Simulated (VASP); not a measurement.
Output of a VASP run:

### OSZICAR
```
       N       E                     dE             d eps       ncg     rms          rms(c)
DAV:   1     0.267239270938E+03    0.26724E+03   -0.19277E+04  1336   0.240E+03
DAV:   2    -0.152579037294E+02   -0.28250E+03   -0.27230E+03  1416   0.445E+02
DAV:   3    -0.459968247952E+02   -0.30739E+02   -0.30511E+02  1530   0.156E+02
DAV:   4    -0.465842857041E+02   -0.58746E+00   -0.58685E+00  1452   0.232E+01
DAV:   5    -0.465884683693E+02   -0.41827E-02   -0.41826E-02  1506   0.190E+00    0.134E+01
DAV:   6    -0.379039689609E+02    0.86845E+01   -0.79937E+00  2244   0.756E+01    0.925E+00
DAV:   7    -0.356364535642E+02    0.22675E+01   -0.29730E+00  1320   0.169E+01    0.480E+00
DAV:   8    -0.389211839384E+02   -0.32847E+01   -0.90112E-01  1580   0.212E+01    0.126E+00
DAV:   9    -0.356945245682E+02    0.32267E+01   -0.86765E-01  1578   0.179E+01    0.107E+00
DAV:  10    -0.362252439326E+02   -0.53072E+00   -0.33129E-01  1320   0.581E+00    0.232E-01
DAV:  11    -0.362262353377E+02   -0.99141E-03   -0.97135E-03  1662   0.103E+00    0.358E-01
DAV:  12    -0.362381932388E+02   -0.11958E-01   -0.29978E-03  1560   0.145E+00    0.173E-01
DAV:  13    -0.362324775363E+02    0.57157E-02   -0.21028E-02  1332   0.558E+00    0.950E-01
DAV:  14    -0.362425940836E+02   -0.10117E-01   -0.59048E-03  1568   0.185E+00    0.853E-01
DAV:  15    -0.362447711047E+02   -0.21770E-02   -0.19408E-03  1552   0.619E-01    0.760E-01
DAV:  16    -0.362461049805E+02   -0.13339E-02   -0.56148E-04  1320   0.305E-01    0.754E-01
DAV:  17    -0.362456501849E+02    0.45480E-03   -0.11319E-03  1506   0.110E+00    0.502E-01
DAV:  18    -0.362452759153E+02    0.37427E-03   -0.48071E-04  1946   0.689E-01    0.326E-01
DAV:  19    -0.362452439106E+02    0.32005E-04   -0.39727E-04  1986   0.481E-01    0.181E-01
DAV:  20    -0.362452403108E+02    0.35998E-05   -0.11540E-04  1416   0.897E-02    0.150E-01
DAV:  21    -0.362452557257E+02   -0.15415E-04   -0.41280E-06  1628   0.253E-02    0.123E-01
DAV:  22    -0.362452615384E+02   -0.58127E-05   -0.12724E-05  1708   0.690E-02    0.700E-02
DAV:  23    -0.362452623780E+02   -0.83963E-06   -0.11360E-05  1982   0.118E-01    0.243E-02
DAV:  24    -0.362452635411E+02   -0.11631E-05   -0.85430E-06  2004   0.444E-02    0.110E-02
DAV:  25    -0.362452652006E+02   -0.16595E-05   -0.83878E-07  1320   0.916E-03    0.557E-03
DAV:  26    -0.362452648866E+02    0.31406E-06   -0.20302E-07   876   0.117E-02    0.600E-04
DAV:  27    -0.362452649384E+02   -0.51812E-07   -0.57040E-08   846   0.260E-03
   1 F= -.36245265E+02 E0= -.36245265E+02  d E =-.362453E+02
       N       E                     dE             d eps       ncg     rms          rms(c)
DAV:   1    -0.362453518872E+02   -0.87001E-04   -0.78285E-03  1320   0.730E-01    0.542E-02
DAV:   2    -0.362453234303E+02    0.28457E-04   -0.14762E-04  1542   0.181E-01    0.327E-02
DAV:   3    -0.362453059823E+02    0.17448E-04   -0.22029E-05  1794   0.766E-02    0.497E-03
DAV:   4    -0.362453032711E+02    0.27112E-05   -0.10874E-05  1344   0.351E-02    0.203E-03
DAV:   5    -0.362453083919E+02   -0.51208E-05   -0.28400E-06  1320   0.176E-02    0.141E-03
DAV:   6    -0.362453079015E+02    0.49046E-06   -0.17844E-07  1002   0.420E-03    0.548E-04
DAV:   7    -0.362453082512E+02   -0.34974E-06   -0.45096E-08   852   0.244E-03    0.125E-04
DAV:   8    -0.362453079891E+02    0.26206E-06   -0.19188E-08   666   0.182E-03    0.112E-04
DAV:   9    -0.362453080487E+02   -0.59555E-07   -0.18419E-09   678   0.600E-04
   2 F= -.36245308E+02 E0= -.36245308E+02  d E =-.431103E-04
```

### OUTCAR
```
------------------------ aborting loop because EDIFF is reached ----------------------------------------
  FORCE on cell =-STRESS in cart. coord.  units (eV):
  Direction    XX          YY          ZZ          XY          YZ          ZX
  --------------------------------------------------------------------------------------
  Total       -2.4348282     -2.4348289     -2.3984689      0.0000000      0.0000000     -0.0000000
  in kB      -77.3698484    -77.3698710    -76.2144854      0.0000000      0.0000000     -0.0000000
  external PRESSURE =     -76.9847349 kB  Pullay stress =       0.0000000 kB
  volume of cell :       50.42
      direct lattice vectors                 reciprocal lattice vectors
     1.654974832 -2.866500913 -0.000000000     0.302119398 -0.174428690 -0.000000000
     1.654974832  2.866500913 -0.000000000     0.302119398  0.174428690 -0.000000000
     0.000000000  0.000000000  5.314148511     0.000000000  0.000000000  0.188176901
  FREE ENERGIE OF THE ION-ELECTRON SYSTEM (eV)
  ---------------------------------------------------
  free  energy   TOTEN  =       -36.2453080487 eV

  energy  without entropy=      -36.2453080487  energy(sigma->0) =      -36.24530805

 reached required accuracy - stopping structural energy minimisation
```
(Selected blocks of OUTCAR.)

POSCAR:
```
ZnO
1
    1.6553137955    -2.8670880412     0.0000000000
    1.6553137955     2.8670880412     0.0000000000
    0.0000000000     0.0000000000     5.3119722986
Zn O
2 2
Direct
  0.6666670000   0.3333330000   0.5002958915
  0.3333330000   0.6666670000   0.0002958915
  0.6666670000   0.3333330000   0.8817041085
  0.3333330000   0.6666670000   0.3817041085
```

Q: Write an INCAR and KPOINTS that could have produced this output.

A: One answer among several that fit: the input of the run itself, r2SCAN meta-GGA, plane waves, VASP's PBE PAW potentials (set 64).

### KPOINTS
```
Automatic
0
gamma
8 8 4
0 0 0
```

### INCAR
```
SYSTEM = ZnO
PREC = Accurate
ENCUT = 520
EDIFF = 1E-7
NELM = 100
ALGO = Normal
LREAL = .FALSE.
LASPH = .TRUE.
ISMEAR = 0
SIGMA = 0.05
METAGGA = R2SCAN
LMIXTAU = .TRUE.
LMAXMIX = 4
LWAVE = .FALSE.
LCHARG = .FALSE.
ISIF = 4
IBRION = 2
NSW = 30
EDIFFG = -0.01
```

POTCAR, in this order: Zn O (PBE.64 set). Program: vasp_std.

The compound is ZnO in the wurtzite structure. This cell is one point of a volume scan, at 1.06 of the reference volume. Symmetry was kept, so distortions that lower it aren't found.
